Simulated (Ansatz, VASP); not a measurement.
## Cross-check of Zr (Zirconium) between VASP and Ansatz

Wanted: the spread between two codes on one cell, functional and k mesh. The cell is taken from a series of runs on this material, whose earlier steps may have relaxed, scaled, displaced or heated it; both programs get it as it stands.

Method: plane waves, with VASP 6.6.1 beside it; zone-centre phonons at PBEsol, in Ansatz 0.2.0.

## (1) Starting point

The structure is hexagonal, space group P6_3/mmc (No. 194). Conventional cell: a = 3.120 Å, b = 3.120 Å, c = 5.211 Å, α = 90.00°, β = 90.00°, γ = 120.00°. Zr has 12 Zr at 3.12 to 3.17 Å nearest.

Structure file:

```cif
data_structure
_symmetry_space_group_name_H-M 'P 1'
_symmetry_Int_Tables_number 1
_cell_length_a 3.1200
_cell_length_b 3.1200
_cell_length_c 5.2113
_cell_angle_alpha 90.000
_cell_angle_beta 90.000
_cell_angle_gamma 120.000
_cell_volume 43.93
loop_
_atom_site_label
_atom_site_type_symbol
_atom_site_fract_x
_atom_site_fract_y
_atom_site_fract_z
_atom_site_occupancy
Zr1 Zr 0.33333 0.66667 0.25000 1
Zr2 Zr 0.66667 0.33333 0.75000 1
```

## (2) VASP: zone-centre phonons, PBEsol, pair 1

Second derivatives magnify differences that forces hide, and they need a tight electronic threshold.

Lines of VASP's logs that name or quote its potential files are left out, and so is its time.

Contents of INCAR:

```
SYSTEM = Zr
PREC = Accurate
ENCUT = 500
EDIFF = 1E-08
NELM = 120
ISMEAR = 1
SIGMA = 0.2
LREAL = .FALSE.
ALGO = Normal
GGA = PS
NBANDS = 18
LASPH = .TRUE.
LORBIT = 11
LWAVE = .FALSE.
LCHARG = .FALSE.
ISIF = 2
IBRION = 8
GGA_COMPAT = .FALSE.
KPAR = 2
```

Contents of POSCAR:

```
Zr
1.0
    3.1200194117      0.0000000000      0.0000000000
   -1.5600097059      2.7020160708      0.0000000000
    0.0000000000      0.0000000000      5.2113079739
Zr
2
Direct
    0.3333333334      0.6666666668      0.2500000000
    0.6666666668      0.3333333334      0.7500000000
```

Contents of KPOINTS:

```
Automatic mesh
0
Gamma
15 15 8
0 0 0
```

Potentials, in the order of the species: Zr_sv (PBE family, release 64).

Run with:

```sh
$ mpirun -np 2 vasp_std
```

Numbers of over 12 decimals in the logs are rounded to 6 here.

Output:

```text
[banner, memory and clock lines left out]
running    2 mpi-ranks, on    1 nodes
 distrk:  each k-point on    1 cores,    2 groups
 distr:  one band on    1 cores,    1 groups

 POSCAR found type information on POSCAR Zr
 POSCAR found :  1 types and       2 ions
|                                                                             |
|               ----> ADVICE to this user running VASP <----                  |
|                                                                             |
|     You enforced a specific xc type in the INCAR file but a different       |
|     [... a line on the potential file left out ...]
|     I HOPE YOU KNOW WHAT YOU ARE DOING!                                     |
|                                                                             |

 LDA part: xc-table for (Slater+PW92), standard interpolation
 POSCAR, INCAR and KPOINTS ok, starting setup
 FFT: planning ... GRIDC
 FFT: planning ... GRID_SOFT
 FFT: planning ... GRID
 WAVECAR not read
 entering main loop
       N       E                     dE             d eps       ncg     rms          rms(c)
DAV:   1     0.210059244741E+03    0.21006E+03   -0.13204E+04  4860   0.130E+03
DAV:   2    -0.347352902856E+01   -0.21353E+03   -0.21015E+03  5754   0.378E+02
DAV:   3    -0.185162424458E+02   -0.15043E+02   -0.14896E+02  8688   0.728E+01
DAV:   4    -0.188709538899E+02   -0.35471E+00   -0.35429E+00  5706   0.117E+01
DAV:   5    -0.188822910963E+02   -0.11337E-01   -0.11332E-01  7154   0.144E+00    0.168E+01
DAV:   6    -0.182603657897E+02    0.62193E+00   -0.93334E-01  5264   0.768E+00    0.687E+00
DAV:   7    -0.181391645637E+02    0.12120E+00   -0.62937E-01  7098   0.542E+00    0.114E+00
DAV:   8    -0.181439385109E+02   -0.47739E-02   -0.37396E-02  6358   0.158E+00    0.273E-01
DAV:   9    -0.181441983426E+02   -0.25983E-03   -0.13631E-03  6298   0.351E-01    0.302E-02
DAV:  10    -0.181441715692E+02    0.26773E-04   -0.41487E-05  6962   0.406E-02    0.244E-02
DAV:  11    -0.181441737029E+02   -0.21337E-05   -0.90064E-06  5356   0.350E-02    0.207E-03
DAV:  12    -0.181441736204E+02    0.82477E-07   -0.43413E-07  6808   0.440E-03    0.221E-03
DAV:  13    -0.181441734061E+02    0.21429E-06   -0.32565E-08  4532   0.157E-03    0.900E-04
DAV:  14    -0.181441733493E+02    0.56822E-07   -0.90051E-09  2956   0.110E-03    0.157E-04
DAV:  15    -0.181441733512E+02   -0.18676E-08   -0.89948E-10  2820   0.261E-04
   1 F= -.18144173E+02 E0= -.18144980E+02  d E =0.242118E-02
 Linear response reoptimize wavefunctions to high precision
DAV:   1    -0.181441733478E+02    0.34261E-08   -0.43513E-10  2918   0.188E-04
DAV:   2    -0.181441733478E+02   -0.18645E-10   -0.16383E-10  2776   0.740E-05
 Linear response DOF=           2
 Linear response progress:
  Degree of freedom:   1/  2
       N       E                     dE             d eps       ncg     rms          rms(c)
RMM:   1    -0.665033402359E+00   -0.66503E+00    0.27099E+00 21996   0.133E+01
RMM:   2    -0.615493497487E+00    0.49540E-01   -0.23511E-01 32782   0.267E+00    0.245E-01
RMM:   3    -0.617011254983E+00   -0.15178E-02   -0.36956E-02 40373   0.940E-01    0.816E-02
RMM:   4    -0.619218373899E+00   -0.22071E-02   -0.49284E-03 48705   0.346E-01    0.251E-02
RMM:   5    -0.619780773132E+00   -0.56240E-03   -0.89178E-04 48119   0.145E-01    0.176E-02
RMM:   6    -0.619809564185E+00   -0.28791E-04   -0.20423E-04 51410   0.618E-02    0.159E-02
RMM:   7    -0.619706527516E+00    0.10304E-03   -0.64436E-05 48990   0.361E-02    0.444E-03
RMM:   8    -0.619688544501E+00    0.17983E-04   -0.21757E-05 50815   0.158E-02    0.263E-03
RMM:   9    -0.619680437768E+00    0.81067E-05   -0.13152E-05 52650   0.938E-03    0.107E-03
RMM:  10    -0.619669778735E+00    0.10659E-04   -0.57632E-06 51155   0.543E-03    0.120E-04
RMM:  11    -0.619670052133E+00   -0.27340E-06   -0.38545E-06 53512   0.344E-03    0.768E-05
RMM:  12    -0.619670549063E+00   -0.49693E-06   -0.21150E-06 53741   0.229E-03    0.492E-05
RMM:  13    -0.619671171722E+00   -0.62266E-06   -0.10539E-06 52194   0.168E-03    0.325E-05
RMM:  14    -0.619670645841E+00    0.52588E-06   -0.50378E-07 52298   0.131E-03    0.296E-05
[...]
RMM:  18    -0.619670520673E+00    0.18176E-06    0.32561E-07 50012   0.654E-04    0.270E-05
RMM:  19    -0.619670466412E+00    0.54260E-07    0.35809E-07 52146   0.573E-04    0.303E-05
RMM:  20    -0.619670491975E+00   -0.25563E-07    0.40113E-07 50182   0.511E-04    0.368E-05
RMM:  21    -0.619670500061E+00   -0.80863E-08    0.41280E-07 49230   0.463E-04    0.401E-05
RMM:  22    -0.619670510625E+00   -0.10564E-07    0.41825E-07 47180   0.422E-04    0.446E-05
RMM:  23    -0.619670520038E+00   -0.94133E-08    0.41671E-07 45404   0.389E-04    0.482E-05
RMM:  24    -0.619670524538E+00   -0.44996E-08    0.40928E-07 45801   0.362E-04    0.511E-05
RMM:  25    -0.619670513205E+00    0.11333E-07    0.39461E-07 47100   0.339E-04    0.522E-05
 first order change of Fermi-energy   0.18079E-04
 force on displaced ion       1 direction 1 :  -0.583  -0.000   0.000
 Linear response progress:
  Degree of freedom:   2/  2
       N       E                     dE             d eps       ncg     rms          rms(c)
RMM:   1    -0.802632658583E+00   -0.80263E+00    0.29528E+00  7570   0.134E+01
RMM:   2    -0.753988605822E+00    0.48644E-01   -0.26329E-01 11192   0.274E+00    0.262E-01
RMM:   3    -0.757497978314E+00   -0.35094E-02   -0.46464E-02 13526   0.973E-01    0.897E-02
RMM:   4    -0.760157053882E+00   -0.26591E-02   -0.59524E-03 15272   0.358E-01    0.308E-02
RMM:   5    -0.760464306644E+00   -0.30725E-03   -0.91544E-04 16351   0.148E-01    0.207E-02
RMM:   6    -0.760298305851E+00    0.16600E-03    0.30954E-04 16684   0.671E-02    0.121E-02
RMM:   7    -0.760240570412E+00    0.57735E-04    0.13452E-04 16977   0.347E-02    0.582E-03
RMM:   8    -0.760232274097E+00    0.82963E-05    0.20972E-05 16700   0.192E-02    0.120E-03
RMM:   9    -0.760218593106E+00    0.13681E-04   -0.19802E-05 17525   0.104E-02    0.423E-04
RMM:  10    -0.760219307166E+00   -0.71406E-06    0.37191E-06 17563   0.584E-03    0.265E-04
RMM:  11    -0.760219625082E+00   -0.31792E-06    0.60457E-06 17508   0.357E-03    0.148E-04
RMM:  12    -0.760221745528E+00   -0.21204E-05    0.75474E-07 17303   0.256E-03    0.493E-05
RMM:  13    -0.760221799969E+00   -0.54441E-07   -0.86456E-07 17760   0.182E-03    0.417E-05
RMM:  14    -0.760221682275E+00    0.11769E-06    0.39962E-07 16740   0.141E-03    0.310E-05
RMM:  15    -0.760221851334E+00   -0.16906E-06    0.54896E-07 16775   0.112E-03    0.459E-05
RMM:  16    -0.760221862369E+00   -0.11035E-07    0.85821E-07 17681   0.882E-04    0.568E-05
RMM:  17    -0.760221979125E+00   -0.11676E-06    0.28135E-07 17184   0.715E-04    0.684E-05
RMM:  18    -0.760221985209E+00   -0.60838E-08    0.33934E-07 17323   0.593E-04    0.785E-05
RMM:  19    -0.760221971238E+00    0.13971E-07    0.25854E-07 15657   0.509E-04    0.736E-05
RMM:  20    -0.760221960414E+00    0.10824E-07    0.55648E-07 16229   0.433E-04    0.778E-05
 first order change of Fermi-energy  -0.12076E-03
 force on displaced ion       1 direction 3 :   0.000  -0.000  -5.203
 Linear response finished
```

Parts of OUTCAR (step 2):

```text
ion  position               nearest neighbor table
   1  0.333  0.667  0.250-   2 3.17   2 3.17   2 3.17   2 3.17   2 3.17   2 3.17
   2  0.667  0.333  0.750-   1 3.17   1 3.17   1 3.17   1 3.17   1 3.17   1 3.17

  LATTYP: Found a hexagonal cell.
 ALAT       =     3.1200194117
 C/A-ratio  =     1.6702806253

 Subroutine GETGRP returns: Found 24 space group operations
 (whereof 12 operations were pure point group operations)

The static configuration has the point symmetry D_3d.
 The point group associated with its full space group is D_6h.

 Found    135 irreducible k-points:

   k-points           NKPTS =    135   k-points in BZ     NKDIM =    135   number of bands    NBANDS=     18

   dimension x,y,z NGX =    24 NGY =   24 NGZ =   40
   dimension x,y,z NGXF=    48 NGYF=   48 NGZF=   80

   ENCUT  =  500.0 eV  36.75 Ry    6.06 a.u.   5.69  5.69  9.50*2*pi/ulx,y,z

   NELECT =      24.0000    total number of electrons

 k-points in reciprocal lattice and weights: Automatic mesh
   0.00000000  0.00000000  0.00000000       0.001
   0.06666667  0.00000000  0.00000000       0.003
   0.13333333 -0.00000000  0.00000000       0.003
   0.20000000  0.00000000  0.00000000       0.003
   0.26666667 -0.00000000  0.00000000       0.003
   0.33333333 -0.00000000  0.00000000       0.003
   0.40000000  0.00000000  0.00000000       0.003
   0.46666667  0.00000000  0.00000000       0.003
   0.06666667  0.06666667  0.00000000       0.003
[...]
0.33333333  0.26666667  0.50000000       0.007
   0.33333333  0.33333333  0.50000000       0.001

 average (electrostatic) potential at core
       1 -73.5974       2 -73.5974

  Total        0.8032090      0.8032090      0.0084686     -0.0000000      0.0000000      0.0000000
  in kB       29.2918776     29.2918776      0.3088369     -0.0000000      0.0000000      0.0000000
  external PRESSURE =      19.6308640 kB  Pullay stress =       0.0000000 kB

  energy-cutoff  :      500.00
  volume of cell :       43.93
      direct lattice vectors                 reciprocal lattice vectors
     3.120019412  0.000000000  0.000000000     0.320510826  0.185047012  0.000000000
    -1.560009706  2.702016071  0.000000000     0.000000000  0.370094024  0.000000000
     0.000000000  0.000000000  5.211307974     0.000000000  0.000000000  0.191890405

 POSITION                                       TOTAL-FORCE (eV/Angst)
 -----------------------------------------------------------------------------------
     -0.00000      1.80134      1.30283        -0.000000      0.000000      0.000000
      1.56001      0.90067      3.90848         0.000000     -0.000000      0.000000
 -----------------------------------------------------------------------------------
    total drift:                               -0.000000     -0.000000      0.000000

 Eigenvectors and eigenvalues of the dynamical matrix
 ----------------------------------------------------

   1 f  =    5.280138 THz    33.176083 2PiTHz  176.126430 cm-1    21.836884 meV
             X         Y         Z           dx          dy          dz
     -0.000000  1.801344  1.302827    -0.000000    0.000000   -0.707107
      1.560010  0.900672  3.908481     0.000000    0.000000    0.707107

   2 f  =    1.767030 THz    11.102578 2PiTHz   58.941783 cm-1     7.307846 meV
             X         Y         Z           dx          dy          dz
     -0.000000  1.801344  1.302827     0.622147   -0.336056   -0.000000
      1.560010  0.900672  3.908481    -0.622147    0.336056    0.000000

   3 f  =    1.767030 THz    11.102578 2PiTHz   58.941783 cm-1     7.307846 meV
             X         Y         Z           dx          dy          dz
     -0.000000  1.801344  1.302827    -0.336056   -0.622147    0.000000
      1.560010  0.900672  3.908481     0.336056    0.622147    0.000000

   4 f  =    0.000000 THz     0.000000 2PiTHz    0.000001 cm-1     0.000000 meV
             X         Y         Z           dx          dy          dz
     -0.000000  1.801344  1.302827    -0.052550    0.705151   -0.000000
      1.560010  0.900672  3.908481    -0.052550    0.705151    0.000000

   5 f  =    0.000000 THz     0.000000 2PiTHz    0.000000 cm-1     0.000000 meV
             X         Y         Z           dx          dy          dz
     -0.000000  1.801344  1.302827     0.000000    0.000000    0.707107
      1.560010  0.900672  3.908481    -0.000000    0.000000    0.707107

   6 f/i=    0.000000 THz     0.000000 2PiTHz    0.000001 cm-1     0.000000 meV
             X         Y         Z           dx          dy          dz
     -0.000000  1.801344  1.302827    -0.705151   -0.052550   -0.000000
      1.560010  0.900672  3.908481    -0.705151   -0.052550    0.000000

 ELASTIC MODULI CONTR FROM IONIC RELAXATION (kBar)
 Direction    XX          YY          ZZ          XY          YZ          ZX
 --------------------------------------------------------------------------------
 XX         -68.2463     68.2463     -0.0000      0.0000      0.0000      0.0000
 YY          68.2463    -68.2463      0.0000      0.0000      0.0000     -0.0000
 ZZ          -0.0000      0.0000     -0.0000     -0.0000      0.0000     -0.0000
 XY           0.0000      0.0000     -0.0000    -68.2463      0.0000     -0.0000
 YZ           0.0000      0.0000      0.0000      0.0000      0.0000      0.0000
 ZX           0.0000     -0.0000     -0.0000     -0.0000      0.0000     -0.0000
 --------------------------------------------------------------------------------
```

## (3) Ansatz: zone-centre phonons, PBEsol, pair 1

Ansatz runs on its PAW soft_1 files.

The same cell, functional, mesh and smearing now go to Ansatz, which takes its cutoff from its data sets.

Contents of input.yaml:

```yaml
crystal:
  lattice:
    - [3.1200194117, 0.0, 0.0]
    - [-1.5600097059, 2.7020160708, 0.0]
    - [0.0, 0.0, 5.2113079739]
  atoms:
    - { symbol: Zr, position: [0.3333333333, 0.6666666667, 0.25] }
    - { symbol: Zr, position: [0.6666666667, 0.3333333333, 0.75] }
kpoints:
  mp_grid: { grid: [15, 15, 8] }
hamiltonian:
  xc: pbesol
  pseudopotentials: { kind: paw, azcp: { folder: soft_1 }, xc_functional: pbe }
scf:
  occupations: { method: methfessel_paxton, width: 0.2 }
output:
  eigenvalues: true
phonons:
  method: dfpt
```

Run with:

```sh
$ ansatz run input.yaml --threads 4 --pin off --max-ram 10240MiB --backend cpu --events-out ev --progress --plain --runs-dir out
```

Output:

```text
zone centre: on kpoints.mp_grid the ground state, and the responses unless they are solved on pairs of k-points, stand on 320 of the mesh's 1800 k-points, reduced under 4 symmetry operations, with k and −k counted as one. Each operation leaves every solved displacement unchanged or reverses it
Engine: ansatz 0.2.0, aarch64-unknown-linux-gnu
Pseudopotentials: kind: paw
Pseudopotential: Zr, paw, valence charge 12, recommended cutoff 420 eV (normal), soft_1/Zr.paw.azcp
Functional definition: PBEsol
  exchange = pbesol_x
  correlation = pbesol_c
Crystal: 2 atoms, lattice volume = 43.933 Å³
Basis set: ecut = 420 eV, 881 PW (Γ), exchange–correlation on 48×48×72 points (8 copies of the dense FFT grid, shifted against one another)
Bands: 16, of which v1, the nominal top of the filled ones, is band 12 counted from 1 (11 counted from 0)
Symmetry: 24 space group operations
k-points: 320 of 1800 (irreducible under 4 space group operations, time reversal used)
Non-local potential: Zr, projectors of the file, l = 0: 3, l = 1: 2, l = 2: 2, l = 3: 1
PAW form: soft (Blöchl's): semilocal exchange-correlation on the pseudo side does not see the compensation charge
PAW frozen core: Zr, regenerated for the run's functional, and the local potential with it (the file was generated under x = pbe(κ = 0.804, μ = 0.219515), c = pbe(β = 0.066725))
PAW one-centre angular grid: Zr, 590 points (default); XC on 64 Gauss nodes
Initial density: superposition of atomic densities (chi_scale 0.1, normalization cell)
Initial wavefunctions: pseudopotential atomic-orbital guess
Functional: x = pbesol(κ = 0.804, μ = 0.123457), c = pbesol(β = 0.046)
SCF iter   1: F=—  HF=-8257.484028 eV  |F-HF|=—  |Δ(HF+E_count)|=         —  Δρ=2.98e-2  dr2=4.84e-1  ethr=3.10e-3  ⟨swp⟩=5.1  Hψ=47483  notcnv=0
automatic band count: the SCF goes on with 20 bands, as 16 were too few: they end inside the smearing window of the response
preconditioner: auto → Kerker (q_TF=auto, 2.467 Å⁻¹)  [metal: Δε(μ)=0.000 eV  Ē_g=5.411 eV  σ=0.200 eV  W_gap=0.00  n_scr=10 (ndim 8)  ℏωp=15.8 eV  f_vac=0.000  D(μ)=1.98/eV (n_scr^D=22)]
SCF iter   2: F=—  HF=-8257.361546 eV  |F-HF|=—  |Δ(HF+E_count)|=   1.22e-1  S|Δr|=    0.00e0  Δρ=1.82e-2  dr2=1.77e-1  ethr=2.02e-3  ⟨swp⟩=1.6  Hψ=9493  notcnv=0  defer=72
SCF iter   3: F=—  HF=-8257.299422 eV  |F-HF|=—  |Δ(HF+E_count)|=   6.21e-2  S|Δr|=    0.00e0  Δρ=1.97e-3  dr2=1.01e-3  ethr=7.37e-4  ⟨swp⟩=3.0  Hψ=11645  notcnv=0  defer=72
SCF iter   4: F=—  HF=-8257.299413 eV  |F-HF|=—  |Δ(HF+E_count)|=   9.22e-6  S|Δr|=    0.00e0  Δρ=2.79e-4  dr2=1.83e-5  ethr=4.19e-6  ⟨swp⟩=2.0  Hψ=9672  notcnv=0  defer=72
SCF iter   5: F=—  HF=-8257.299417 eV  |F-HF|=—  |Δ(HF+E_count)|=   4.03e-6  S|Δr|=    0.00e0  Δρ=2.99e-5  dr2=2.41e-7  ethr=7.65e-8  ⟨swp⟩=1.0  Hψ=5856  notcnv=0  defer=72
SCF iter   6: F=—  HF=-8257.299416 eV  |F-HF|=—  |Δ(HF+E_count)|=   9.94e-7  S|Δr|=    0.00e0  Δρ=6.02e-6  dr2=1.55e-8  ethr=1.00e-9  ⟨swp⟩=2.4  Hψ=8898  notcnv=0  defer=293
SCF iter   7: F=—  HF=-8257.299416 eV  |F-HF|=—  |Δ(HF+E_count)|=   2.38e-9  S|Δr|=    0.00e0  Δρ=9.16e-7  dr2=4.05e-10  ethr=6.45e-11  ⟨swp⟩=1.7  Hψ=6494  notcnv=0  defer=293
SCF iter   8: F=-8257.299416 eV  HF=-8257.299416 eV  |F-HF|=1.82e-12  |Δ(HF+E_count)|=  1.04e-10  S|Δr|=    0.00e0  Δρ=1.80e-7  dr2=8.15e-12  ethr=1.00e-12  ⟨swp⟩=9.0  Hψ=32336  notcnv=0
SCF 1 converged in 8 iterations: F = -8257.299416 eV  dr2 = 8.15e-12
  greatest PAW one-centre occupation: 0.996 electrons in one spin orbital (limit 2), on the Zr atom at site 1 (counted from 0), in its partial waves of l = 0
DFPT response loops at Γ: preconditioner auto → Kerker (q_TF=auto, 2.467 Å⁻¹) (partly filled bands, converged f_vac=0.000); β = 1.00, the filter's whole step (`scf.mixing.beta` (0.50) is not read by the response loops under this deck's `scf.mixing.preconditioner`; to damp them name `kerker` or `kerker_dos`, under which they read `scf.mixing.beta`, and type it under 1.00, their step now; both keys bind the ground state too); Broyden in place of MSR1
SCF converged after 8 iterations
Stability not checked: this state was not tested for a lower state beside it, because cold or Methfessel-Paxton smearing, or corrected tetrahedra, fill the levels in a way that the test cannot read (fill_not_monotonic; see scf.lower_state_search)
Free energy (F): -8257.299416 eV
Harris-Foulkes:  -8257.299416 eV  (|F-HF|=1.82e-12)
Internal energy: -8257.301848 eV  (E = F + TS)
E sigma→0 (E₀):  -8257.300024 eV
Entropy (-TS):   0.002432 eV (1.216 meV/atom)
Fermi energy:    14.798265 eV
Step filling:    the computed levels leave a gap of 0.0039 eV = 0.0 smearing widths at the electron count; against every level under it full and every level over it empty, smearing changes F+E_penalty+E_count by +0.546 meV and its σ→0 estimate by -0.062 meV
--- Per-component energies (eV) ---
  E_band       = -171.521535
  E_kinetic    = 634.029655
  E_local      = -1156.551193  (includes V_loc(G=0)·N_el)
  E_nonlocal   = 154.282606
  E_hartree    = 376.508396
  E_xc         = -307.675688
  E_vxc        = -365.288086  (∫ρ·V_xc dr)
  E_paw        = -5819.992779  (= ΣΔE_a)
  E_vpaw       = -191.011280  (= ΣTr[D̂ρ^β])
  E_aug_tail   = -0.000049  (compensation charges beyond the density's cutoff)
  E_ewald      = -2138.234238
  E_core_change = 0.331442  (= ΣΔE_core)
  E_smearing   = 0.002432  (= −TS)
  E_closure    = 0.000000  (closes the sum)
  Σ components = -8257.299416   (vs F -8257.299416, Δ=0.00e0)
--- Band table (eV; the first three rows and the last of 320) ---
  k-point 0: bands = [... 8 lower, 9.0458, 11.5955, 15.4130, 15.7542, 15.7542, 15.8413, 16.3926, 16.3926, ... 4 higher]
  k-point 1: bands = [... 8 lower, 9.1767, 11.5843, 15.3236, 15.6085, 15.7123, 15.7123, 16.3140, 16.3140, ... 4 higher]
  k-point 2: bands = [... 8 lower, 9.5504, 11.5038, 15.0905, 15.1057, 15.6481, 15.6481, 16.1224, 16.1224, ... 4 higher]
  k-point 319: bands = [... 8 lower, 12.4296, 12.4296, 14.0935, 14.0935, 14.9002, 14.9002, 16.7322, 16.7322, ... 4 higher]
--- Phonons (Γ-DFPT): 2 representative perturbations + reference, on 320 of 1800 k-points (Σ response iterations 6) ---
  k mesh reduced under 4 symmetry operations, with k and −k counted as one. Each operation leaves every solved displacement unchanged or reverses it
  ASR residual: 2.846e-5 → 0.000e0 eV/Å²; symmetrization residual: 2.193e-10 eV/Å²
  ASR residual per site (eV/Å²): 2.85e-5 2.85e-5
  Γ frequencies (cm⁻¹): 0.00 0.00 0.00 58.58 58.58 175.62
  non-analytic LO–TO correction: not included (Born effective charges unavailable; polar crystals: no LO–TO splitting at Γ)
```

(Part 1 of 2 ends here.)

[Lines on the potential files, build, host, timing and source positions are cut from VASP's logs without a mark.]

[Logs are printed without paths, hosts, clocks, repeated set-up lines and the standing remarks that a program may print on its own settings, such as how far it seeks lower states.]

[Hosts, paths, dates, database ids (printed as entryN), source tags and the programs' standing remarks are cut or masked in the printed files.]
